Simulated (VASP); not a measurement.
Crystal: ScAl7N8.

```
Al Sc N
1.0
     6.29900    0.00000    0.00000
    -3.14950    5.45509    0.00000
     0.00000    0.00000    4.96950
Al Sc N
7 1 8
Cartesian
  0.0000 1.8184 0.0000
  -1.5747 4.5459 0.0000
  1.5748 4.5459 0.0000
  1.5748 0.9092 2.4848
  0.0000 3.6367 2.4848
  4.7242 0.9092 2.4848
  3.1495 3.6367 2.4848
  3.1495 1.8184 0.0000
  0.0000 1.8184 1.8983
  -1.5747 4.5459 1.8983
  3.1495 1.8184 1.8983
  1.5748 4.5459 1.8983
  1.5748 0.9092 4.3831
  0.0000 3.6367 4.3831
  4.7242 0.9092 4.3831
  3.1495 3.6367 4.3831
```

The cell comes from a database or a generator and needn't be the stable form of this composition.

- Program: VASP 6.6.1
- Task: relaxation of cell and atoms
- Functional: PBE
- Potentials or basis: VASP PAW PBE potentials, release 64 (Al, Sc_sv, N)
- Cutoff: 520 eV
- k mesh: 4 × 4 × 5
- Occupations: gaussian, width 0.03 eV
- Spin: no spin polarisation

At the start: pressure 9.6 GPa; volume 10.67 Å³/atom.

Where does the relaxation end?

Over 13 steps the energy falls by 69.5 meV/atom and the volume is 11.08 Å³/atom (+3.9 %); space group P3m1 (No. 156, to 0.05 Å).

The path:
| step | energy change (eV) | largest force (eV/Å) | pressure (GPa) | volume (Å³) |
| --- | --- | --- | --- | --- |
| 1 | 0.0000 | 3.9770 | 9.60 | 170.76 |
| 2 | -0.6499 | 1.3752 | -8.95 | 187.06 |
| 3 | -1.0305 | 0.6097 | -2.81 | 180.29 |
| 4 | -1.0306 | 0.6146 | -2.60 | 180.09 |
| 5 | -1.1053 | 0.2078 | 1.08 | 176.39 |
| 6 | -1.1059 | 0.2375 | 0.78 | 176.69 |
| 7 | -1.1113 | 0.0627 | -0.18 | 177.54 |
| 8 | -1.1113 | 0.0761 | -0.10 | 177.47 |
| 9 | -1.1119 | 0.0274 | -0.01 | 177.38 |
| 10 | -1.1120 | 0.0354 | 0.02 | 177.35 |
| 11 | -1.1122 | 0.0217 | 0.01 | 177.35 |
| 12 | -1.1122 | 0.0193 | 0.00 | 177.36 |
| 13 | -1.1122 | 0.0061 | 0.00 | 177.36 |

Final structure:
```
Al Sc N
1.0
     6.36890    0.00000    0.00000
    -3.18445    5.51563    0.00000
     0.00000    0.00000    5.04884
Al Sc N
7 1 8
Direct
  0.16597 0.33194 0.99877
  0.16597 0.83403 0.99877
  0.66806 0.83403 0.99877
  0.32693 0.16346 0.50144
  0.33333 0.66667 0.49802
  0.83654 0.16346 0.50144
  0.83654 0.67307 0.50144
  0.66667 0.33333 0.99199
  0.16734 0.33468 0.37951
  0.16734 0.83266 0.37951
  0.66667 0.33333 0.41542
  0.66532 0.83266 0.37951
  0.31166 0.15583 0.87673
  0.33333 0.66667 0.88124
  0.84417 0.15583 0.87673
  0.84417 0.68834 0.87673
```
